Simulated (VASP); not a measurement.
Given:

```
CELL_PARAMETERS angstrom
      0.00000     2.44796     2.44796
      2.44796     0.00000     2.44796
      2.44796     2.44796     0.00000
ATOMIC_POSITIONS crystal
  Pt 0.00000 0.00000 0.00000
  C  0.25000 0.25000 0.25000
```

These are PBE GGA, VASP's PBE PAW potentials (set 64) (plane waves; VASP) values and carry that method's errors. Run with 520 eV cut-off, 12×12×12 Γ-centred mesh, first-order Methfessel-Paxton smearing of 0.10 eV, potentials Pt C.

Energy and stress use the plane-wave basis of the starting cell.

Q: The ions, cell shape and volume are relaxed. Which structure does the run end with?

A: 
```
CELL_PARAMETERS angstrom
      0.00000     2.35917     2.35917
      2.35917     0.00000     2.35917
      2.35917     2.35917     0.00000
ATOMIC_POSITIONS crystal
  Pt 0.00000 0.00000 0.00000
  C  0.25000 0.25000 0.25000
```
Space group F-43m (216), at a tolerance of 0.03 Å.

Q: How do energy and volume change from the first to the last step?

A: The energy (σ→0) changes by -99.5 meV/atom and the volume by -10.5 %, in 7 ionic steps.

```csv
step,E(σ→0) (eV),max force (eV/Å),pressure (GPa),volume (Å³)
1,-13.3460,0.000,-18.49,29.34
2,-13.1125,0.000,44.79,22.72
3,-13.5446,0.000,-0.92,26.37
4,-13.5450,0.000,-0.19,26.28
5,-13.5450,0.000,0.33,26.22
6,-13.5449,0.000,-0.44,26.32
7,-13.5450,0.000,0.02,26.26
```

The structure was generated: PtC was put into the zinc blende type (F-43m), which need not be its known phase. This run relaxes it. Symmetry was kept, so distortions that lower it aren't found.
